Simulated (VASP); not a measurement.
Calculation: r2SCAN meta-GGA, VASP's PBE PAW potentials (set 64) (plane waves; VASP).

Input for VASP

**POSCAR**
```
InP
1.0
  0.0000000000   2.9516165908   2.9516165908
  2.9516165908   0.0000000000   2.9516165908
  2.9516165908   2.9516165908   0.0000000000
In P
1 1
Direct
  0.0000000000   0.0000000000   0.0000000000
  0.2500000000   0.2500000000   0.2500000000
```

**INCAR**
```
SYSTEM = InP
PREC = Accurate
ENCUT = 520
EDIFF = 1E-7
NELM = 100
ALGO = Normal
LREAL = .FALSE.
LASPH = .TRUE.
ISMEAR = -5
METAGGA = R2SCAN
LMIXTAU = .TRUE.
LMAXMIX = 4
LWAVE = .FALSE.
LCHARG = .FALSE.
LORBIT = 11
NEDOS = 601
ISIF = 2
```

KPOINTS:
```
Automatic mesh
0
Gamma
9 9 9
0 0 0
```

**KPOINTS_OPT**
```
k-points along high-symmetry lines
10
Line-mode
Reciprocal
  0.000000   0.000000   0.000000 ! GAMMA
 -0.500000  -0.500000   0.000000 ! X

 -0.500000  -0.500000   0.000000 ! X
 -0.375000  -0.375000   0.250000 ! U

 -0.375000  -0.000000   0.375000 ! K
  0.000000   0.000000   0.000000 ! GAMMA

  0.000000   0.000000   0.000000 ! GAMMA
 -0.000000  -0.000000   0.500000 ! L

 -0.000000  -0.000000   0.500000 ! L
 -0.500000  -0.250000   0.250000 ! W

 -0.500000  -0.250000   0.250000 ! W
 -0.500000  -0.500000   0.000000 ! X
```

POTCAR, in this order: In_d P (PBE.64 set). Program: vasp_std.

Output of the run:

### OUTCAR
```
 ion  position               nearest neighbor table
   1  0.000  0.000  0.000-   2 2.56   2 2.56   2 2.56   2 2.56
   2  0.250  0.250  0.250-   1 2.56   1 2.56   1 2.56   1 2.56
  LATTYP: Found a face centered cubic cell.
 ALAT       =     5.9032331816
 Subroutine PRICEL returns:
 Original cell was already a primitive cell.
 Subroutine GETGRP returns: Found 24 space group operations
The static configuration has the point symmetry T_d .
The dynamic configuration has the point symmetry T_d .
 Subroutine INISYM returns: Found 24 space group operations
 Subroutine IBZKPT returns following result:
 Found     35 irreducible k-points:

 Following reciprocal coordinates:
            Coordinates               Weight
  0.000000  0.000000  0.000000      1.000000
  0.111111  0.000000  0.000000      8.000000
  0.222222  0.000000  0.000000      8.000000
  0.333333  0.000000  0.000000      8.000000
  0.444444  0.000000  0.000000      8.000000
  0.111111  0.111111  0.000000      6.000000
  0.222222  0.111111  0.000000     24.000000
  0.333333  0.111111  0.000000     24.000000
  0.444444  0.111111  0.000000     24.000000
...
```

File OSZICAR:
```
       N       E                     dE             d eps       ncg     rms          rms(c)
DAV:   1     0.927123197377E+02    0.92712E+02   -0.87693E+03   910   0.153E+03
DAV:   2    -0.270976655996E+02   -0.11981E+03   -0.11659E+03   950   0.347E+02
DAV:   3    -0.356573214123E+02   -0.85597E+01   -0.85003E+01  1185   0.953E+01
DAV:   4    -0.358942793043E+02   -0.23696E+00   -0.23686E+00  1061   0.174E+01
DAV:   5    -0.359051543581E+02   -0.10875E-01   -0.10875E-01  1371   0.325E+00    0.725E+00
DAV:   6    -0.322854998283E+02    0.36197E+01   -0.22505E+00  1095   0.386E+01    0.399E+00
DAV:   7    -0.323025997894E+02   -0.17100E-01   -0.68293E-01   960   0.129E+01    0.233E+00
DAV:   8    -0.322273307336E+02    0.75269E-01   -0.34788E-01   910   0.826E+00    0.130E+00
DAV:   9    -0.322425333771E+02   -0.15203E-01   -0.28327E-01   910   0.614E+00    0.531E-01
DAV:  10    -0.322006781793E+02    0.41855E-01   -0.37236E-02   920   0.216E+00    0.202E-01
DAV:  11    -0.322964321196E+02   -0.95754E-01   -0.68461E-02   910   0.276E+00    0.194E-01
DAV:  12    -0.322940874379E+02    0.23447E-02   -0.25533E-03  1185   0.653E-01    0.679E-02
DAV:  13    -0.322981948525E+02   -0.41074E-02   -0.25094E-03   920   0.594E-01    0.567E-02
DAV:  14    -0.322981120268E+02    0.82826E-04   -0.13239E-04  1195   0.141E-01    0.352E-02
DAV:  15    -0.322982483489E+02   -0.13632E-03   -0.11998E-04   935   0.138E-01    0.114E-02
DAV:  16    -0.322982459120E+02    0.24370E-05   -0.10825E-05   955   0.362E-02    0.100E-02
DAV:  17    -0.322982481974E+02   -0.22854E-05   -0.92003E-07  1174   0.986E-03    0.137E-02
DAV:  18    -0.322982519331E+02   -0.37357E-05   -0.86643E-07   930   0.118E-02    0.586E-03
DAV:  19    -0.322982551004E+02   -0.31673E-05   -0.23820E-06   920   0.219E-02    0.726E-03
DAV:  20    -0.322982550215E+02    0.78882E-07   -0.70648E-08   745   0.306E-03
   1 F= -.32298255E+02 E0= -.32298255E+02  d E =0.000000E+00
       N       E                     dE             ncg
       N       E                     dE             ncg
```

**OUTCAR**
```
------------------------ aborting loop because EDIFF is reached ----------------------------------------
  FORCE on cell =-STRESS in cart. coord.  units (eV):
  Direction    XX          YY          ZZ          XY          YZ          ZX
  --------------------------------------------------------------------------------------
  Total        0.0094513      0.0094513      0.0094513      0.0000000     -0.0000000      0.0000000
  in kB        0.2944370      0.2944370      0.2944370      0.0000000     -0.0000000      0.0000000
  external PRESSURE =       0.2944370 kB  Pullay stress =       0.0000000 kB
  volume of cell :       51.43
      direct lattice vectors                 reciprocal lattice vectors
     0.000000000  2.951616591  2.951616591    -0.169398695  0.169398695  0.169398695
     2.951616591  0.000000000  2.951616591     0.169398695 -0.169398695  0.169398695
     2.951616591  2.951616591  0.000000000     0.169398695  0.169398695 -0.169398695
  FREE ENERGIE OF THE ION-ELECTRON SYSTEM (eV)
  ---------------------------------------------------
  free  energy   TOTEN  =       -32.2982550215 eV

  energy  without entropy=      -32.2982550215  energy(sigma->0) =      -32.29825502

 total charge

# of ion       s       p       d       tot
------------------------------------------
    1        0.816   0.782   9.900  11.498
    2        1.018   1.505   0.000   2.523
--------------------------------------------------
tot          1.834   2.287   9.900  14.022
```
(Selected blocks of OUTCAR.)

The compound is InP in the zinc blende structure. It was relaxed first.
